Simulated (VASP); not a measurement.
Set up this calculation in VASP 6.6.1, as the native input.

| Quantity | Value |
| --- | --- |
| Task | density of states |
| Functional | PBE |
| Potentials or basis | VASP PAW PBE potentials, release 64 (Hf_pv, In_d, Se) |
| Cutoff | 520 eV |
| k mesh | 4 × 4 × 4 |
| Occupations | gaussian, width 0.1 eV |
| Spin | no spin polarisation |
| k mesh for the DOS | 6 × 6 × 6 |
| Occupations for the DOS | tetrahedron |
| Further INCAR settings | ALGO = Normal; EDIFF = 1e-07; NBANDS = 80 |

The system is HfIn2Se5.

```
Hf In Se
1.0
     2.60825   -6.94465    0.00000
     2.60825    6.94465    0.00000
     0.00000    0.00000   13.18958
Hf In Se
2 4 10
Direct
  0.80180 0.19820 0.75000
  0.19820 0.80180 0.25000
  0.13509 0.86491 0.55903
  0.13509 0.86491 0.94097
  0.86491 0.13509 0.05903
  0.86491 0.13509 0.44097
  0.68936 0.31064 0.57988
  0.94591 0.05409 0.62452
  0.24466 0.75533 0.75000
  0.68936 0.31064 0.92012
  0.94591 0.05409 0.87548
  0.31064 0.68936 0.07988
  0.05409 0.94591 0.12452
  0.75533 0.24466 0.25000
  0.31064 0.68936 0.42012
  0.05409 0.94591 0.37548
```

The cell was built by a generator and needn't be a form met in nature.

These files were run (other wordings do the same):

POSCAR

```
HfIn2Se5
1.0
    2.6082500000     -6.9446500000      0.0000000000
    2.6082500000      6.9446500000      0.0000000000
    0.0000000000      0.0000000000     13.1895800000
Hf In Se
2 4 10
Direct
    0.8018050000      0.1981950000      0.7500000000
    0.1981950000      0.8018050000      0.2500000000
    0.1350870000      0.8649130000      0.5590280000
    0.1350870000      0.8649130000      0.9409720000
    0.8649130000      0.1350870000      0.0590280000
    0.8649130000      0.1350870000      0.4409720000
    0.6893560000      0.3106440000      0.5798760000
    0.9459120000      0.0540880000      0.6245230000
    0.2446650000      0.7553350000      0.7500000000
    0.6893560000      0.3106440000      0.9201240000
    0.9459120000      0.0540880000      0.8754770000
    0.3106440000      0.6893560000      0.0798760000
    0.0540880000      0.9459120000      0.1245230000
    0.7553350000      0.2446650000      0.2500000000
    0.3106440000      0.6893560000      0.4201240000
    0.0540880000      0.9459120000      0.3754770000
```

INCAR.step1

```
  PREC = Accurate
  ENCUT = 520
  EDIFF = 1E-7
  ISMEAR = 0
  SIGMA = 0.1
  LREAL = F
  LASPH = T
  NELM = 80
  ALGO = Normal
  ISIF = 2
  LWAVE = F
  LCHARG = T
  LMAXMIX = 4
  GGA = PE
  NBANDS = 80
  KPAR = 8
```

KPOINTS.step1

```
Automatic mesh
0
Gamma
  4 4 4
```

INCAR.step2

```
  PREC = Accurate
  ENCUT = 520
  EDIFF = 1E-7
  ISMEAR = -5
  SIGMA = 0.1
  LREAL = F
  LASPH = T
  NELM = 80
  ALGO = Normal
  ISIF = 2
  LWAVE = F
  LCHARG = F
  LMAXMIX = 4
  GGA = PE
  LORBIT = 11
  NBANDS = 80
  KPAR = 8
  NEDOS = 2001
  ICHARG = 11
```

KPOINTS.step2

```
Automatic mesh
0
Gamma
  6 6 6
```

Potentials or basis: VASP PAW PBE potentials, release 64 (Hf_pv, In_d, Se).

Command:

```bash
$ cat potpaw_PBE.64/Hf_pv/POTCAR potpaw_PBE.64/In_d/POTCAR potpaw_PBE.64/Se/POTCAR > POTCAR
$ cp INCAR.step1 INCAR
$ cp KPOINTS.step1 KPOINTS
$ mpirun -np 8 vasp_std > vasp.out
$ cp INCAR.step2 INCAR
$ cp KPOINTS.step2 KPOINTS
$ mpirun -np 8 vasp_std > vasp.out
```

Results of the run:

```
Valence electrons inside the program's atomic spheres : Hf 8.13; In 11.24; Se 3.85, 3.86, 3.87
```

Wall time 6.1 min on 8 MPI ranks on Intel(R) Xeon(R) 6975P-C (Granite Rapids) (shared host), peak memory 1.6 GiB a rank.
